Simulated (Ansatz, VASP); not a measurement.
# Cross-check of MgO between VASP and Ansatz, part 2 of 2

Aim: how closely do two programs agree when they are given the same cell, functional and k mesh?  Valence electrons are named where the data sets of a main pair hold unlike numbers.

VASP 6.6.1 and Ansatz 0.2.0.

So far: The starting structure; VASP: band structure, r2SCANh with an exact-exchange share of 0.1.

### Step 3. Ansatz: band structure, r2SCANh with an exact-exchange share of 0.1

Level of this step: Ansatz beside VASP: Kohn-Sham DFT, plane waves, r2SCANh (Ansatz).

Ansatz runs on its default PAW (the set named soft_2) files.

The same cell, functional, mesh and smearing now go to Ansatz, which takes its cutoff from its data sets.

input.yaml

```yaml
crystal:
  lattice:
    - [0.0, 2.10607, 2.10607]
    - [2.10607, 0.0, 2.10607]
    - [2.10607, 2.10607, 0.0]
  atoms:
    - { symbol: Mg, position: [0.0, 0.0, 0.0] }
    - { symbol: O, position: [0.5, 0.5, 0.5] }
hamiltonian:
  xc: r2scanh
  pseudopotentials: { kind: paw }
kpoints:
  mp_grid: { grid: [6, 6, 6] }
  band_path:
    path:
      - [0.0, 0.0, 0.0]
      - [0.5, 0.0, 0.5]
      - [0.5, 0.2, 0.7]
      - [0.4, 0.35, 0.75]
      - [0.15, 0.15, 0.3]
      - [0.2, 0.2, 0.2]
      - [0.55, 0.4, 0.55]
      - [0.6, 0.25, 0.65]
      - [0.5, 0.25, 0.75]
      - [0.5, 0.5, 0.5]
      - [0.375, 0.375, 0.75]
      - [0.5, 0.0, 0.5]
    npoints: 1
scf:
  occupations: { method: gaussian, width: 0.02 }
  n_extra_bands: 7
output:
  forces: true
  stress: true
  eigenvalues: true
```

Run with:

```
ansatz run input.yaml --threads 4 --pin off --max-ram 9216MiB --backend cpu --events-out ev --progress --plain --runs-dir out
```

Numbers of over 12 decimals in the logs are rounded to 6 here.

The log of the run:

```text
Warning: output.stress: scf.convergence.dr2_threshold = 1e-7 eV (the SCF's general default) is looser than the 2e-10 eV advised for a printed stress (1e-10 eV for each atom of the cell: 2). What an SCF threshold leaves in a stress goes as its square root, and in the free energy as the threshold itself, and one threshold admits the most on a small cell: [figures from the program's tests cut] Set scf.convergence.dr2_threshold to 2e-10 eV or tighter. The threshold is an SCF's pass mark: one that does not reach it within its budget of iterations ends unconverged, or closes short of it on a stop that the run arms, and scf.convergence.dr2_threshold's page says what that costs each kind of run
Warning: output.stress: scf.exx.energy_threshold = 1e-6 eV is looser than the 2e-8 eV advised for a stress under a hybrid functional (1e-8 eV for each atom of the cell: 2). Every SCF of the exchange loop can meet its threshold on dr2 while the loop round them stops early: no threshold on dr2 bounds what that leaves in the stress. Set scf.exx.energy_threshold to 2e-8 eV or tighter. The threshold is the loop's pass mark: a loop that does not reach it within its budget of cycles ends unconverged, and scf.exx.energy_threshold's page has the law
scf.n_extra_bands = 7 over 8 filled bands (N_el = 16.0): the run solves 15 bands
Engine: ansatz 0.2.0, aarch64-unknown-linux-gnu
Pseudopotentials: kind: paw
Pseudopotential: Mg, paw, valence charge 10, recommended cutoff 500 eV (meta_gga), Mg.paw.azcp
Pseudopotential: O, paw, valence charge 6, recommended cutoff 500 eV (meta_gga), O.paw.azcp
Functional definition: r2SCANh
  parameter a = 0.1
  parameter k0 = 0.174
  parameter k1 = 0.065
  parameter a1 = 4.9479
  exchange = (1 - a)*r2scan_x(k0 = k0, k1 = k1, a1 = a1) + a*exact_x
  correlation = r2scan_c
Crystal: 2 atoms, lattice volume = 18.683 Å³
Basis set: ecut = 500 eV, 459 PW (Γ), exchange–correlation on 96×96×96 points (64 copies of the dense FFT grid, shifted against one another)
Bands: 15, of which v1, the nominal top of the filled ones, is band 8 counted from 1 (7 counted from 0)
Symmetry: 48 space group operations
Space group: Fm-3m (ITA 225), of the structure as read, at distance tolerance 2.7e-5 Å
k-points: 16 of 216
Non-local potential: Mg, projectors of the file, l = 0: 3, l = 1: 2, l = 2: 1
Non-local potential: O, projectors of the file, l = 0: 2, l = 1: 2, l = 2: 1
PAW form: soft (Blöchl's): semilocal exchange-correlation on the pseudo side does not see the compensation charge
PAW frozen core: Mg, regenerated for the run's functional, and the local potential with it (the file was generated under x = pbe(κ = 0.804, μ = 0.219515), c = pbe(β = 0.066725))
PAW frozen core: O, regenerated for the run's functional, and the local potential with it (the file was generated under x = pbe(κ = 0.804, μ = 0.219515), c = pbe(β = 0.066725))
PAW one-centre angular grid: Mg, 302 points (default); XC on 224 Gauss nodes
PAW one-centre angular grid: O, 302 points (default); XC on 160 Gauss nodes
Initial density: superposition of atomic densities (neutral atoms: chi_scale 0, normalization atom), corrected by the library's trained network
Initial wavefunctions: pseudopotential atomic-orbital guess
Functional: x = r2scan, c = r2scan; τ floored in thin density (d = 2e-4 eV/Å³), warm-up for x = 0.9 r2scan + 0.1 exact, c = r2scan; τ floored in thin density (d = 2e-4 eV/Å³)
SCF iter   1: F=—  HF=-2498.251306 eV  |F-HF|=—  |Δ(HF+E_count)|=         —  Δρ=9.75e-3  dr2=1.04e-2  dr2_τ=7.06e-2  ethr=1.77e-3  ⟨swp⟩=7.1  Hψ=1114  notcnv=0
preconditioner: auto → none  [insulator: Δε(μ)=5.549 eV  Ē_g=24.282 eV  σ=0.020 eV  W_gap=1.00  n_scr=8 (ndim 8)  ℏωp=24.3 eV  f_vac=0.000  D(μ)=0.00/eV (n_scr^D=0)]
SCF iter   2: F=-2498.334721 eV  HF=-2498.334795 eV  |F-HF|=7.44e-5  |Δ(HF+E_count)|=   8.35e-2  Δρ=4.72e-3  dr2=1.66e-3  dr2_τ=2.27e-4  ethr=6.48e-5  ⟨swp⟩=4.3  Hψ=750  notcnv=0  defer=5
SCF 1 stopped early in 2 iterations: F = -2498.334721 eV  dr2 = 1.66e-3
  greatest PAW one-centre occupation: 1.000 electrons in one spin orbital (limit 2), on the Mg atom at site 0 (counted from 0), in its partial waves of l = 0
Initial density: handed on by an earlier stage of this run
Initial wavefunctions: those handed on with the density
Functional: x = 0.9 r2scan + 0.1 exact, c = r2scan; τ floored in thin density (d = 2e-4 eV/Å³)
Frozen-core exchange: fock
SCF iter   1: F=—  HF=-2498.105011 eV  |F-HF|=—  |Δ(HF+E_count)|=         —  Δρ=6.42e-3  dr2=3.45e-3  dr2_τ=2.87e-4  ethr=1.03e-4  ⟨swp⟩=3.4  Hψ=641  notcnv=0
preconditioner: auto → none  [insulator: Δε(μ)=6.500 eV  Ē_g=25.301 eV  σ=0.020 eV  W_gap=1.00  n_scr=8 (ndim 8)  ℏωp=24.3 eV  f_vac=0.000  D(μ)=0.00/eV (n_scr^D=0)]
SCF iter   2: F=—  HF=-2498.104571 eV  |F-HF|=—  |Δ(HF+E_count)|=   4.40e-4  Δρ=3.11e-3  dr2=9.65e-4  dr2_τ=7.74e-5  ethr=1.96e-5  ⟨swp⟩=2.2  Hψ=483  notcnv=0  defer=2
iter 3 solved again at ethr=1.89e-7 eV; its pass at ethr=4.08e-6 eV (dr2=3.02e-5 eV) is discarded
SCF iter   3: F=—  HF=-2498.104465 eV  |F-HF|=—  |Δ(HF+E_count)|=   1.05e-4  Δρ=4.02e-4  dr2=3.65e-5  dr2_τ=4.59e-6  ethr=1.89e-7  ⟨swp⟩=3.0  Hψ=845  notcnv=0
SCF iter   4: F=—  HF=-2498.104596 eV  |F-HF|=—  |Δ(HF+E_count)|=   1.31e-4  Δρ=1.24e-4  dr2=1.14e-6  dr2_τ=1.44e-7  ethr=1.89e-7  ⟨swp⟩=3.1  Hψ=440  notcnv=0  defer=1
SCF iter   5: F=-2498.104596 eV  HF=-2498.104596 eV  |F-HF|=1.92e-8  |Δ(HF+E_count)|=   1.75e-7  Δρ=1.73e-5  dr2=4.92e-8  dr2_τ=7.35e-9  ethr=6.58e-9  ⟨swp⟩=2.8  Hψ=417  notcnv=0  defer=1
SCF 2 converged in 5 iterations: F = -2498.104596 eV  dr2 = 4.92e-8
hybrid outer 1: dexx = +9.193e-5 eV, tail = 6.92e-7 eV
Frozen-core exchange: fock
SCF iter   1: F=—  HF=-2498.104599 eV  |F-HF|=—  |Δ(HF+E_count)|=         —  Δρ=3.38e-5  dr2=1.06e-7  dr2_τ=2.04e-8  ethr=2.16e-8  ⟨swp⟩=4.6  Hψ=636  notcnv=0
preconditioner: auto → none  [insulator: Δε(μ)=6.496 eV  Ē_g=25.277 eV  σ=0.020 eV  W_gap=1.00  n_scr=8 (ndim 8)  ℏωp=24.3 eV  f_vac=0.000  D(μ)=0.00/eV (n_scr^D=0)]
SCF iter   2: F=-2498.104599 eV  HF=-2498.104599 eV  |F-HF|=3.23e-9  |Δ(HF+E_count)|=   8.82e-9  Δρ=9.06e-6  dr2=3.76e-9  dr2_τ=1.41e-9  ethr=6.56e-10  ⟨swp⟩=3.0  Hψ=413  notcnv=0
SCF 3 converged in 2 iterations: F = -2498.104599 eV  dr2 = 3.76e-9
  Residual-converged pass: ⟨swp⟩=3.3  Hψ=496  notcnv=0  max |occ|·‖R‖ = 2.4e-6 eV (tolerance 2.4e-6 eV)  dr2=3.78e-9  dr2_τ=1.48e-9  dr2_onsite=1.28e-9  max |Δocc| = 0.0e0
hybrid outer 2: dexx = +1.454e-9 eV, tail = 1.27e-8 eV, Δε = 2.40e-4 eV (about 7.02e-5 eV left of the loop's levels)
NSCF: frozen V_eff on 12 k-points
hybrid SCF converged: 2 outer / 7 inner (+2 warm-up), last move |dexx| = 1.45e-9 eV, tail = 1.27e-8 eV
Stability not checked: this state was not tested for a lower state beside it, because the functional holds exact exchange (a hybrid, or Hartree-Fock), whose exchange loop this test does not read (fock_operator; see scf.lower_state_search)
Free energy (F): -2498.104599 eV
Frozen-core exchange: fock
Harris-Foulkes:  -2498.104599 eV  (|F-HF|=3.23e-9)
Internal energy: -2498.104599 eV  (E = F + TS)
E sigma→0 (E₀):  -2498.104599 eV
Fermi energy:    10.365312 eV
--- Per-component energies (eV) ---
  E_band       = -331.550968
  E_kinetic    = 256.869880
  E_local      = -1604.918150  (includes V_loc(G=0)·N_el)
  E_nonlocal   = 141.981972
  E_hartree    = 556.381488
  E_xc         = -93.898994
  E_vxc        = -134.671617  (∫ρ·V_xc dr)
  E_exx        = -31.324431  (= α·E_x^exact, valence–valence)
  E_paw        = -433.778683  (= ΣΔE_a)
  E_vpaw       = -49.203419  (= ΣTr[D̂ρ^β])
  E_aug_tail   = 0.001061  (compensation charges beyond the density's cutoff)
  E_vtau       = 8.276797  (kinetic-family band-sum trace: ∫τ·v_τ [+ j·A + Jᵃ·Aᵃ] dr)
  E_ewald      = -1289.342815
  E_core_change = -0.075925  (= ΣΔE_core)
  E_smearing   = -0.000000  (= −TS)
  E_closure    = -0.000002  (closes the sum)
  Σ components = -2498.104599   (vs F -2498.104599, Δ=-4.55e-13)
--- Forces (eV/Å), atoms counted from 1 ---
  atom   1  Mg     0.00000000    -0.00000000     0.00000000
  atom   2  O      0.00000000    -0.00000000     0.00000000
  max |Σ_I F_I| component: 3.00e-29 eV/Å
--- Stress (GPa, compression-positive) ---
       -2.327842       0.000000      -0.000000
        0.000000      -2.327842      -0.000000
       -0.000000       0.000000      -2.327842
  P = ⅓ Tr σ = -2.3278 GPa (-23.278 kbar)
--- Band table (eV; the first three rows and the last of 16) ---
  k-point 0: bands = [... 4 lower, -11.5832, 7.1173, 7.1173, 7.1173, 13.6132, 24.8967, 24.8967, 24.8967, ... 3 higher]
  k-point 1: bands = [... 4 lower, -11.2890, 5.6110, 6.9315, 6.9315, 15.0510, 22.5671, 25.5175, 25.5175, ... 3 higher]
  k-point 2: bands = [... 4 lower, -10.6351, 3.3649, 6.5838, 6.5838, 16.6216, 21.5500, 25.8230, 25.8230, ... 3 higher]
  k-point 15: bands = [... 4 lower, -10.0002, 3.4602, 4.8082, 5.3913, 19.5622, 20.6845, 21.7409, 25.9011, ... 3 higher]
```

It took 12 s on 4 threads of Arm Neoverse V1, shared host; peak memory 0.68 GiB.

### Step 4. Side by side

Known differences besides the potentials themselves: exact exchange at q = 0 is treated differently, which shows on coarse meshes; VASP keeps PBE cores, Ansatz makes them for the functional; the data sets hold 16 valence electrons in Ansatz (on its default PAW (the set named soft_2) files) and 8 in VASP; the cutoff is 500 eV in Ansatz and 520 eV in VASP; VASP takes a coarser grid for exact exchange (PRECFOCK = Fast). Total energies have different zeros and are not compared.

Compared:

```
                     quantity  Ansatz   VASP  difference
gap over the path points (eV)   6.496  6.464      +0.032
```

Levels at points of the path, from each program's valence-band top (eV; 3 filled, then empty):

```
k (reciprocal lattice)                         Ansatz                           VASP
     0.000 0.000 0.000      0.00 0.00 0.00 6.50 17.78      0.00 0.00 0.00 6.46 17.78
     0.500 0.000 0.500  -4.20 -1.41 -1.41 10.91 12.05  -4.23 -1.42 -1.42 10.90 11.97
     0.500 0.200 0.700  -3.43 -2.60 -1.79 12.95 14.03  -3.45 -2.62 -1.79 12.94 13.95
     0.400 0.350 0.750  -3.57 -2.77 -1.26 12.09 13.97  -3.59 -2.79 -1.27 12.07 13.91
     0.150 0.150 0.300   -2.37 -0.78 -0.28 9.14 14.40   -2.37 -0.79 -0.28 9.11 14.40
     0.200 0.200 0.200   -1.99 -0.26 -0.26 8.35 15.03   -1.99 -0.25 -0.25 8.33 15.02
     0.550 0.400 0.550  -4.42 -1.45 -0.83 10.71 14.62  -4.43 -1.46 -0.83 10.69 14.60
     0.600 0.250 0.650  -3.57 -2.77 -1.26 12.09 13.97  -3.59 -2.79 -1.27 12.07 13.91
     0.500 0.250 0.750  -3.04 -3.04 -1.83 13.67 13.67  -3.06 -3.06 -1.83 13.66 13.66
     0.500 0.500 0.500   -4.74 -0.70 -0.70 9.71 14.87   -4.75 -0.70 -0.70 9.68 14.85
```

Among the levels compared at these points, filled levels agree within 29 meV and empty ones within 81 meV.

### Step 5. Results

```yaml
largest_difference_of_a_filled_level_at_the_path_points_band_structure_r2scanh_with_an_exact_exchange_share_of_0p1: 29 meV
```

**Reading.** The largest difference of a filled level at the path points is 29 meV (band structure, r2SCANh with an exact-exchange share of 0.1), within the 80 meV picked in this series as the mark of a large difference. The data sets hold unlike numbers of valence electrons (16 in Ansatz and 8 in VASP), so part of the differences comes from the potentials. How closely two codes agree says nothing of how well the functional describes the real material.

[Lines on the potential files, build, host, timing and source positions are cut from VASP's logs without a mark.]

[Logs are printed without paths, hosts, clocks, repeated set-up lines and the standing remarks that a program may print on its own settings, such as how far it seeks lower states.]

[Hosts, paths, dates, database ids (printed as entryN), source tags and the programs' standing remarks are cut or masked in the printed files.]
